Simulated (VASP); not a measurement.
Crystal: Mg.

```
Mg
1.0
     3.20930    0.00000    0.00000
    -1.60465    2.77934    0.00000
     0.00000    0.00000    5.21030
Mg
2
Cartesian
  0.0000 1.8529 1.3026
  1.6047 0.9264 3.9077
```

```yaml
Program: VASP 6.6.1
Task: relaxation of cell and atoms
Functional: PBEsol
Potentials_or_basis: VASP PAW PBE potentials, release 64 (Mg)
Cutoff: 600 eV
k_mesh: 15 × 15 × 7
Occupations: methfessel-paxton, width 0.1 eV
Spin: no spin polarisation
```

At the start: pressure -1.2 GPa; volume 23.24 Å³/atom.

Q: How do energy, volume and symmetry change on relaxing?

A: Over 8 steps the energy falls by 3.6 meV/atom and the volume is 22.49 Å³/atom (-3.2 %); space group P6_3/mmc (No. 194, to 0.05 Å).

The path:
```csv
step,energy change (eV),largest force (eV/Å),pressure (GPa),volume (Å³)
1,0.0000,0.0000,-1.17,46.47
2,-0.0064,0.0000,-0.30,45.34
3,-0.0069,0.0000,0.04,44.93
4,-0.0069,0.0000,0.07,44.90
5,-0.0070,0.0000,0.03,44.94
6,-0.0071,0.0000,-0.04,45.02
7,-0.0071,0.0000,-0.05,45.04
8,-0.0071,0.0000,0.00,44.98
```

Final structure:
```
Mg
1.0
     3.19453    0.00000    0.00000
    -1.59726    2.76654    0.00000
     0.00000    0.00000    5.08900
Mg
2
Direct
  0.33333 0.66667 0.25000
  0.66667 0.33333 0.75000
```

Caveat: the PAW data sets were made with another functional, which shifts forces and pressure a little.
